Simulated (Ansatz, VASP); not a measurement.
**Cross-check of HfO2 between VASP and Ansatz**

Aim: how closely do two programs agree when they are given the same cell, functional and k mesh? The cell is taken from a series of runs on this material, whose earlier steps may have relaxed, scaled, displaced or heated it; both programs get it as it stands.

Calculated with Ansatz 0.2.0; plane waves, with VASP 6.6.1 beside it; single point at LDA.

### 1. Starting point

Symmetry: Fm-3m, No. 225, cubic system. The conventional cell has a = 5.100 Å, b = 5.100 Å, c = 5.100 Å, α = 90.00°, β = 90.00°, γ = 90.00°. O has 4 Hf at 2.21 Å nearest. Hf has 8 O at 2.21 Å nearest. Farther neighbours and most contacts between anions are not listed.

Structure file:

```xyz
3
Lattice="0.0000 2.5499 2.5499 2.5499 0.0000 2.5499 2.5499 2.5499 0.0000" Properties=species:S:1:pos:R:3 pbc="T T T"
O     1.2750    1.2750    1.2750
O     3.8249    3.8249    3.8249
Hf    0.0000    0.0000    0.0000
```

### 2. VASP: single point, LDA

A single point gives forces, pressure and levels at one fixed geometry, so differences don't come from the geometry; what else differs is listed under the comparison.

Lines of VASP's logs that name or quote its potential files are left out, and so is its time.

Contents of INCAR:

```
SYSTEM = HfO2
PREC = Accurate
ENCUT = 600
EDIFF = 1E-06
NELM = 120
ISMEAR = 0
SIGMA = 0.01
LREAL = .FALSE.
ALGO = Normal
GGA = PW92
NBANDS = 17
LASPH = .TRUE.
LORBIT = 11
LWAVE = .FALSE.
LCHARG = .FALSE.
ISIF = 2
GGA_COMPAT = .FALSE.
EFERMI = MIDGAP
```

Contents of POSCAR:

```
HfO2
1.0
    0.0000000000      2.5499152943      2.5499152943
    2.5499152943      0.0000000000      2.5499152943
    2.5499152943      2.5499152943      0.0000000000
O Hf
2 1
Direct
    0.2500000000      0.2500000000      0.2500000000
    0.7500000000      0.7500000000      0.7500000000
    0.0000000000      0.0000000000      0.0000000000
```

Contents of KPOINTS:

```
Automatic mesh
0
Gamma
8 8 8
0 0 0
```

PAW data sets: O and Hf_pv (LDA family, release 64).

Started as:

```bash
$ mpirun -np 1 vasp_std
```

Numbers of over 12 decimals in the logs are rounded to 6 here.

Output:

```text
[banner, memory and clock lines left out]
running    1 mpi-ranks, on    1 nodes
 distrk:  each k-point on    1 cores,    1 groups
 distr:  one band on    1 cores,    1 groups

 POSCAR found type information on POSCAR O Hf
 POSCAR found :  2 types and       3 ions
|                                                                             |
|               ----> ADVICE to this user running VASP <----                  |
|                                                                             |
|     You enforced a specific xc type in the INCAR file but a different       |
|     [... a line on the potential file left out ...]
|     I HOPE YOU KNOW WHAT YOU ARE DOING!                                     |
|                                                                             |

 LDA part: xc-table for (Slater(with rela. corr.)+PW92), standard interpolation
 POSCAR, INCAR and KPOINTS ok, starting setup
 FFT: planning ... GRIDC
 FFT: planning ... GRID_SOFT
 FFT: planning ... GRID
 WAVECAR not read
 entering main loop
       N       E                     dE             d eps       ncg     rms          rms(c)
DAV:   1     0.958948704878E+02    0.95895E+02   -0.13874E+04   994   0.144E+03
DAV:   2    -0.345639648785E+02   -0.13046E+03   -0.12429E+03  1342   0.312E+02
DAV:   3    -0.386405172134E+02   -0.40766E+01   -0.40671E+01  1147   0.491E+01
DAV:   4    -0.386630160669E+02   -0.22499E-01   -0.22496E-01  1269   0.409E+00
DAV:   5    -0.386631669559E+02   -0.15089E-03   -0.15088E-03  1225   0.311E-01    0.476E+01
DAV:   6    -0.332155733769E+02    0.54476E+01   -0.23300E+01  1023   0.335E+01    0.421E+01
DAV:   7    -0.330402798673E+02    0.17529E+00   -0.82728E-01  1118   0.749E+00    0.292E+01
DAV:   8    -0.329840202635E+02    0.56260E-01   -0.33477E-01  1010   0.522E+00    0.879E+00
DAV:   9    -0.329608771845E+02    0.23143E-01   -0.62297E-02  1021   0.218E+00    0.247E+00
DAV:  10    -0.329605630021E+02    0.31418E-03   -0.26451E-03  1247   0.388E-01    0.741E-02
DAV:  11    -0.329605456465E+02    0.17356E-04   -0.14266E-04  1087   0.946E-02    0.712E-02
DAV:  12    -0.329605466748E+02   -0.10283E-05   -0.91849E-06  1273   0.231E-02    0.297E-02
DAV:  13    -0.329605466985E+02   -0.23723E-07   -0.19935E-07   594   0.425E-03
   1 F= -.32960547E+02 E0= -.32960547E+02  d E =0.000000E+00
```

Parts of OUTCAR (step 2):

```text
ion  position               nearest neighbor table
   1  0.250  0.250  0.250-   3 2.21   3 2.21   3 2.21   3 2.21
   2  0.750  0.750  0.750-   3 2.21   3 2.21   3 2.21   3 2.21
   3  0.000  0.000  0.000-   2 2.21   2 2.21   2 2.21   1 2.21   2 2.21   1 2.21   1 2.21   1 2.21

  LATTYP: Found a face centered cubic cell.
 ALAT       =     5.0998305886

 Subroutine GETGRP returns: Found 48 space group operations
 (whereof 48 operations were pure point group operations)

The static configuration has the point symmetry O_h .

 Found     29 irreducible k-points:

   k-points           NKPTS =     29   k-points in BZ     NKDIM =     29   number of bands    NBANDS=     17

   dimension x,y,z NGX =    30 NGY =   30 NGZ =   30
   dimension x,y,z NGXF=    60 NGYF=   60 NGZF=   60

   ENCUT  =  600.0 eV  44.10 Ry    6.64 a.u.   7.20  7.20  7.20*2*pi/ulx,y,z

   NELECT =      22.0000    total number of electrons

 k-points in reciprocal lattice and weights: Automatic mesh
   0.00000000  0.00000000  0.00000000       0.002
   0.12500000  0.00000000  0.00000000       0.016
   0.25000000  0.00000000  0.00000000       0.016
   0.37500000  0.00000000  0.00000000       0.016
   0.50000000  0.00000000  0.00000000       0.008
   0.12500000  0.12500000  0.00000000       0.012
   0.25000000  0.12500000  0.00000000       0.047
   0.37500000  0.12500000  0.00000000       0.047
   0.50000000  0.12500000  0.00000000       0.047
[...]
-0.37500000  0.50000000  0.12500000       0.023
  -0.25000000  0.50000000  0.25000000       0.012

 average (electrostatic) potential at core
       1 -70.8024       2 -70.8024       3 -37.9839

 E-fermi :   5.6709

 k-point     1 :       0.0000    0.0000    0.0000
  band No.  band energies     occupation
    ...
      7      -1.4021      2.00000
      8      -1.4021      2.00000
      9       3.2917      2.00000
     10       3.2917      2.00000
     11       3.2917      2.00000
     12       7.5404      0.00000
     13       7.5404      0.00000
     14       9.4525      0.00000
     15      14.0388      0.00000
     16      14.0388      0.00000
    ...

 k-point     2 :       0.1250    0.0000    0.0000
  band No.  band energies     occupation
    ...
      7      -1.2536      2.00000
      8      -0.9894      2.00000
      9       2.8306      2.00000
     10       3.0034      2.00000
     11       3.0034      2.00000
     12       7.8310      0.00000
     13       7.8310      0.00000
     14      10.0618      0.00000
     15      13.3509      0.00000
     16      13.7787      0.00000
    ...

 k-point     3 :       0.2500    0.0000    0.0000
  band No.  band energies     occupation
    ...
      7      -0.8872      2.00000
      8      -0.0312      2.00000
      9       1.9252      2.00000
     10       2.4840      2.00000
     11       2.4840      2.00000
     12       8.2602      0.00000
     13       8.2602      0.00000
     14      10.6975      0.00000
     15      12.8278      0.00000
     16      13.3122      0.00000
    ...

  Total       -3.7203986     -3.7203986     -3.7203986      0.0000000      0.0000000      0.0000000
  in kB     -179.7598896   -179.7598896   -179.7598896      0.0000000      0.0000000      0.0000000
  external PRESSURE =    -179.7598896 kB  Pullay stress =       0.0000000 kB

  energy-cutoff  :      600.00
  volume of cell :       33.16
      direct lattice vectors                 reciprocal lattice vectors
     0.000000000  2.549915294  2.549915294    -0.196084945  0.196084945  0.196084945
     2.549915294  0.000000000  2.549915294     0.196084945 -0.196084945  0.196084945
     2.549915294  2.549915294  0.000000000     0.196084945  0.196084945 -0.196084945

 POSITION                                       TOTAL-FORCE (eV/Angst)
 -----------------------------------------------------------------------------------
      1.27496      1.27496      1.27496         0.000000      0.000000      0.000000
      3.82487      3.82487      3.82487        -0.000000     -0.000000     -0.000000
      0.00000      0.00000      0.00000         0.000000      0.000000     -0.000000
 -----------------------------------------------------------------------------------
    total drift:                                0.000000     -0.000000      0.000000

  FREE ENERGIE OF THE ION-ELECTRON SYSTEM (eV)
  ---------------------------------------------------
  free  energy   TOTEN  =       -32.9605466985 eV

  energy  without entropy=      -32.9605466985  energy(sigma->0) =      -32.96054670

 total charge
# of ion       s       p       d       tot
------------------------------------------
    1        1.545   3.520   0.000   5.065
    2        1.545   3.520   0.000   5.065
    3        0.292   6.564   1.365   8.221
--------------------------------------------------
tot          3.383  13.604   1.365  18.352

[... 3 further parts left out ...]
```

Harder data sets than Hf_pv exist (the GW ones), and pressures, volumes and forces can shift noticeably with them.

### 3. Ansatz: single point, LDA

Ansatz runs on its PAW soft_1 files.

The same cell, functional (in two slightly different forms) and mesh now go to Ansatz, which takes its cutoff from its data sets.

Contents of input.yaml:

```yaml
crystal:
  lattice:
    - [0.0, 2.5499152943, 2.5499152943]
    - [2.5499152943, 0.0, 2.5499152943]
    - [2.5499152943, 2.5499152943, 0.0]
  atoms:
    - { symbol: O, position: [0.25, 0.25, 0.25] }
    - { symbol: O, position: [0.75, 0.75, 0.75] }
    - { symbol: Hf, position: [0.0, 0.0, 0.0] }
kpoints:
  mp_grid: { grid: [8, 8, 8] }
hamiltonian:
  xc: lda
  pseudopotentials: { kind: paw, azcp: { folder: soft_1 }, xc_functional: pbe }
scf:
  occupations: { method: fixed }
output:
  forces: true
  stress: true
  eigenvalues: true
```

Started as:

```bash
$ ansatz run input.yaml --threads 4 --pin off --max-ram 10240MiB --backend cpu --events-out ev --progress --plain --runs-dir out
```

Output:

```text
Engine: ansatz 0.2.0, aarch64-unknown-linux-gnu
Pseudopotentials: kind: paw
Pseudopotential: O, paw, valence charge 6, recommended cutoff 420 eV (normal), soft_1/O.paw.azcp
Pseudopotential: Hf, paw, valence charge 26, recommended cutoff 420 eV (normal), soft_1/Hf.paw.azcp
Functional definition: SPW92
  exchange = slater_x
  correlation = pw_c
Crystal: 3 atoms, lattice volume = 33.159 Å³
Basis set: ecut = 420 eV, 645 PW (Γ)
Bands: 23, of which v1, the nominal top of the filled ones, is band 19 counted from 1 (18 counted from 0)
Symmetry: 48 space group operations
Space group: Fm-3m (ITA 225), of the structure as read, at distance tolerance 3.2e-5 Å
k-points: 29 of 512
Non-local potential: O, projectors of the file, l = 0: 2, l = 1: 2, l = 2: 1
Non-local potential: Hf, projectors of the file, l = 0: 3, l = 1: 2, l = 2: 2, l = 3: 3
PAW form: soft (Blöchl's): semilocal exchange-correlation on the pseudo side does not see the compensation charge
PAW frozen core: O, regenerated for the run's functional, and the local potential with it (the file was generated under x = pbe(κ = 0.804, μ = 0.219515), c = pbe(β = 0.066725))
PAW frozen core: Hf, regenerated for the run's functional, and the local potential with it (the file was generated under x = pbe(κ = 0.804, μ = 0.219515), c = pbe(β = 0.066725))
PAW one-centre angular grid: O, 110 points (default); XC on 64 Gauss nodes
PAW one-centre angular grid: Hf, 590 points (default); XC on 64 Gauss nodes
Initial density: superposition of atomic densities (chi_scale 0.1, normalization cell, long waves kept (reshape's long-wave potential 0.00 eV rms))
Initial wavefunctions: pseudopotential atomic-orbital guess
Functional: x = slater, c = lda
SCF iter   1: F=—  HF=-16594.208615 eV  |F-HF|=—  |Δ(HF+E_count)|=         —  Δρ=9.06e-2  dr2=2.02e0  ethr=3.10e-3  ⟨swp⟩=4.0  Hψ=2192  notcnv=0  defer=58
preconditioner: auto → none  [insulator: Δε(μ)=2.863 eV  Ē_g=19.101 eV  n_scr=14 (ndim 8)  ℏωp=38.7 eV  f_vac=0.002  ε∞_Penn≈5.1]
SCF iter   2: F=—  HF=-16593.674028 eV  |F-HF|=—  |Δ(HF+E_count)|=   5.35e-1  Δρ=4.12e-2  dr2=5.19e-1  ethr=3.10e-3  ⟨swp⟩=2.2  Hψ=1572  notcnv=0  defer=48
SCF iter   3: F=—  HF=-16593.545436 eV  |F-HF|=—  |Δ(HF+E_count)|=   1.29e-1  Δρ=2.57e-2  dr2=1.12e-1  ethr=1.36e-3  ⟨swp⟩=2.0  Hψ=1156  notcnv=0  defer=58
SCF iter   4: F=—  HF=-16593.531543 eV  |F-HF|=—  |Δ(HF+E_count)|=   1.39e-2  Δρ=9.90e-3  dr2=1.61e-2  ethr=2.95e-4  ⟨swp⟩=2.2  Hψ=993  notcnv=0  defer=58
SCF iter   5: F=—  HF=-16593.530361 eV  |F-HF|=—  |Δ(HF+E_count)|=   1.18e-3  Δρ=3.34e-3  dr2=1.42e-3  ethr=4.23e-5  ⟨swp⟩=2.0  Hψ=1276  notcnv=0  defer=58
SCF iter   6: F=—  HF=-16593.530637 eV  |F-HF|=—  |Δ(HF+E_count)|=   2.76e-4  Δρ=4.69e-4  dr2=2.34e-5  ethr=3.74e-6  ⟨swp⟩=2.8  Hψ=1228  notcnv=0  defer=58
SCF iter   7: F=—  HF=-16593.530652 eV  |F-HF|=—  |Δ(HF+E_count)|=   1.59e-5  Δρ=3.91e-5  dr2=1.69e-7  ethr=6.16e-8  ⟨swp⟩=2.7  Hψ=1246  notcnv=0  defer=2
SCF iter   8: F=-16593.530653 eV  HF=-16593.530653 eV  |F-HF|=6.15e-10  |Δ(HF+E_count)|=   1.42e-7  Δρ=2.95e-6  dr2=1.10e-9  ethr=2.63e-10  ⟨swp⟩=7.4  Hψ=3522  notcnv=0
SCF 1 converged in 8 iterations: F = -16593.530653 eV  dr2 = 1.10e-9
  greatest PAW one-centre occupation: 0.999 electrons in one spin orbital (limit 2), on the Hf atom at site 2 (counted from 0), in its partial waves of l = 3
SCF converged after 8 iterations
Free energy (F): -16593.530653 eV
Harris-Foulkes:  -16593.530653 eV  (|F-HF|=6.15e-10)
Internal energy: -16593.530653 eV  (E = F + TS)
E sigma→0 (E₀):  -16593.530653 eV
Fermi energy:    14.089842 eV
--- Per-component energies (eV) ---
  E_band       = -21.191271
  E_kinetic    = 738.271995
  E_local      = -7042.613804  (includes V_loc(G=0)·N_el)
  E_nonlocal   = 186.150481
  E_hartree    = 3344.507339
  E_xc         = -404.254433
  E_vxc        = -434.899186  (∫ρ·V_xc dr)
  E_paw        = -7759.355485  (= ΣΔE_a)
  E_vpaw       = -157.116804  (= ΣTr[D̂ρ^β])
  E_aug_tail   = 0.001893  (compensation charges beyond the density's cutoff)
  E_ewald      = -5658.889568
  E_core_change = 2.650931  (= ΣΔE_core)
  E_smearing   = -0.000000  (= −TS)
  E_closure    = 0.000000  (closes the sum)
  Σ components = -16593.530653   (vs F -16593.530653, Δ=0.00e0)
--- Forces (eV/Å), atoms counted from 1 ---
  atom   1  O     -0.00000000    -0.00000000     0.00000000
  atom   2  O     -0.00000000     0.00000000     0.00000000
  atom   3  Hf    -0.00000000     0.00000000    -0.00000000
  max |Σ_I F_I| component: 4.63e-18 eV/Å
--- Stress (GPa, compression-positive) ---
      -14.548136      -0.000000       0.000000
        0.000000     -14.548136      -0.000000
       -0.000000      -0.000000     -14.548136
  P = ⅓ Tr σ = -14.5481 GPa (-145.481 kbar)
--- Band table (eV; the first three rows and the last of 29) ---
  k-point 0: bands = [... 15 lower, 8.7451, 13.4728, 13.4728, 13.4728, 17.7394, 17.7394, 19.5635, 24.2349]
  k-point 1: bands = [... 15 lower, 9.1720, 13.0066, 13.1831, 13.1831, 18.0277, 18.0277, 20.1744, 23.5434]
  k-point 2: bands = [... 15 lower, 10.1506, 12.0854, 12.6597, 12.6597, 18.4531, 18.4531, 20.8430, 22.9923]
  k-point 28: bands = [... 15 lower, 11.5097, 11.5097, 12.6512, 13.8849, 18.6662, 18.9786, 20.9513, 20.9513]
```

The column dr2 measures how far the density is from self-consistency, as an energy; F and HF (Harris–Foulkes) agree once it is small.

The run ends at a pressure of -14.55 GPa.

### 4. Side by side

Known differences besides the potentials themselves: fixed occupations in Ansatz, narrow Gaussian smearing in VASP; the data sets hold 38 valence electrons in Ansatz (on its PAW soft_1 files) and 22 in VASP; the cutoff is 420 eV in Ansatz and 600 eV in VASP; VASP's log shows a relativistic correction to its local exchange, Ansatz's none. Total energies have different zeros and are not compared.

Compared:

```csv
quantity,Ansatz,VASP,difference
pressure (GPa),-14.55,-17.98,+3.43
gap on the k mesh (eV),3.527,3.552,-0.025
```

A gap on the mesh is an upper bound, since the band edges may lie between its points; neither run holds spin-orbit coupling, which can move the band edges of a compound of Hf.

### 5. What the set-up changes

Further runs change the set-up of one program: Ansatz's method, potentials or start, or VASP's data sets, cutoff or form of LDA. The table gives Ansatz less VASP for each quantity, since a change that brings one quantity closer may part another.

```csv
run,pressure (GPa),gap on the k mesh (eV)
as above,3.4,-0.025
VASP with the data sets O and Hf_sv,2.5,-0.035
```

### 6. Outcome

```
difference in pressure (single point, LDA) : 3.4 GPa
```

The difference in pressure is 3.4 GPa (single point, LDA), beyond the 1 GPa picked in this series as the mark of a large difference. The data sets hold unlike numbers of valence electrons (38 in Ansatz and 22 in VASP), so part of the differences comes from the potentials. Single point, LDA, VASP with the data sets O and Hf_sv: the difference in pressure goes from 3.4 to 2.5 GPa; the difference in gap on the k mesh goes from -0.025 to -0.035 eV. How closely two codes agree says nothing of how well the functional describes the real material.

[Lines on the potential files, build, host, timing and source positions are cut from VASP's logs without a mark.]

[Logs are printed without paths, hosts, clocks, repeated set-up lines and the standing remarks that a program may print on its own settings, such as how far it seeks lower states.]

[Hosts, paths, dates, database ids (printed as entryN), source tags and the programs' standing remarks are cut or masked in the printed files.]
